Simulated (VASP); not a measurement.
Crystal: InSe.

```xyz
8
Lattice="4.0500 0.0000 0.0000 -2.0250 3.5074 0.0000 0.0000 0.0000 16.9300" Properties=species:S:1:pos:R:3 pbc="T T T"
In    0.0000    2.3383    2.6580
In    2.0250    1.1691   11.1230
In    0.0000    2.3383    5.8070
In    2.0250    1.1691   14.2720
Se    0.0000    2.3383   10.1919
Se    2.0250    1.1691    1.7269
Se    0.0000    2.3383   15.2031
Se    2.0250    1.1691    6.7381
```

```yaml
Program: VASP 6.6.1
Task: relaxation of cell and atoms
Functional: PBEsol
Potentials_or_basis: VASP PAW PBE potentials, release 64 (In_d, Se)
Cutoff: 400 eV
k_mesh: 8 × 8 × 2
Occupations: gaussian, width 0.02 eV
Spin: no spin polarisation
```

At the start: pressure 5.1 GPa; volume 30.06 Å³/atom.

How do energy, volume and symmetry change on relaxing?

Over 30 steps the energy falls by 210.8 meV/atom and the volume is 29.48 Å³/atom (-1.9 %); space group P6_3/mmc (No. 194, to 0.05 Å).

The path:
| step | energy change (eV) | largest force (eV/Å) | pressure (GPa) | volume (Å³) |
| --- | --- | --- | --- | --- |
| 1 | 0.0000 | 2.7551 | 5.10 | 240.49 |
| 2 | -0.9658 | 0.2388 | -4.42 | 274.99 |
| 3 | -1.1709 | 0.8802 | -2.38 | 263.67 |
| 4 | -1.4830 | 0.2931 | -1.29 | 250.66 |
| 5 | -1.5372 | 0.2260 | -0.39 | 243.37 |
| 6 | -1.6398 | 0.2830 | 0.51 | 237.38 |
| 7 | -1.6542 | 0.3238 | 1.18 | 233.69 |
| 8 | -1.6735 | 0.1523 | -0.53 | 238.05 |
| 9 | -1.6848 | 0.0733 | 0.08 | 236.43 |
| 10 | -1.6848 | 0.0769 | 0.10 | 236.37 |
| 11 | -1.6861 | 0.0251 | -0.01 | 236.78 |
| 12 | -1.6862 | 0.0113 | 0.01 | 236.69 |
| 13 | -1.6862 | 0.0113 | 0.01 | 236.70 |
| 14 | -1.6861 | 0.0145 | 0.00 | 236.74 |
| 15 | -1.6862 | 0.0106 | 0.00 | 236.70 |
| 16 | -1.6862 | 0.0072 | -0.01 | 236.74 |
| 17 | -1.6862 | 0.0059 | -0.04 | 236.80 |
| 18 | -1.6862 | 0.0051 | -0.03 | 236.78 |
| 19 | -1.6862 | 0.0031 | -0.03 | 236.70 |
| 20 | -1.6863 | 0.0047 | -0.01 | 236.53 |
| 21 | -1.6863 | 0.0148 | 0.02 | 236.21 |
| 22 | -1.6863 | 0.0143 | 0.03 | 236.17 |
| 23 | -1.6864 | 0.0102 | 0.01 | 236.06 |
| 24 | -1.6864 | 0.0038 | 0.02 | 235.83 |
| 25 | -1.6864 | 0.0020 | 0.02 | 235.78 |
| 26 | -1.6864 | 0.0035 | 0.01 | 235.67 |
| 27 | -1.6864 | 0.0035 | 0.02 | 235.71 |
| 28 | -1.6864 | 0.0064 | 0.00 | 235.83 |
| 29 | -1.6864 | 0.0069 | 0.00 | 235.84 |
| 30 | -1.6864 | 0.0005 | 0.01 | 235.85 |

Final structure:
```yaml
crystal:
  lattice:
    - [4.00644, 0.00000, 0.00000]
    - [-2.00322, 3.46968, 0.00000]
    - [0.00000, 0.00000, 16.96656]
  atoms:
    - { symbol: In, position: [0.33333, 0.66667, 0.16821] }
    - { symbol: In, position: [0.66667, 0.33333, 0.66821] }
    - { symbol: In, position: [0.33333, 0.66667, 0.33179] }
    - { symbol: In, position: [0.66667, 0.33333, 0.83179] }
    - { symbol: Se, position: [0.33333, 0.66667, 0.59270] }
    - { symbol: Se, position: [0.66667, 0.33333, 0.09270] }
    - { symbol: Se, position: [0.33333, 0.66667, 0.90730] }
    - { symbol: Se, position: [0.66667, 0.33333, 0.40730] }
```

Caveat: the PAW data sets were made with another functional, which shifts forces and pressure a little; this functional lacks dispersion, which binds the layers, so the pressure and a relaxed spacing across them are unreliable.
